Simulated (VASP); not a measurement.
Data:

```
CELL_PARAMETERS angstrom
      0.00000     2.45337     2.45337
      2.45337     0.00000     2.45337
      2.45337     2.45337     0.00000
ATOMIC_POSITIONS crystal
  Eu 0.00000 0.00000 0.00000
  O  0.50000 0.50000 0.50000
```

Level of theory: AM05 GGA, VASP's PBE PAW potentials (set 64) (plane waves; VASP). Numerical set-up: 520 eV cut-off, Gaussian smearing of 0.050 eV, potentials Eu_2 O.

The 4f electrons are frozen in the core of the lanthanide potential, so 4f levels, which can set the real gap, and their magnetism are missing.

**Question.** Predict the band gap (along the path) with the smallest direct gap where there is one.

**Answer.** 
```
Item                                    Value
------------------------------------  -------
band gap (along the path)             2.54 eV
smallest direct gap (along the path)  2.54 eV
```

The compound is EuO in the rock salt structure. It was relaxed first, which changed the volume by -13 %.
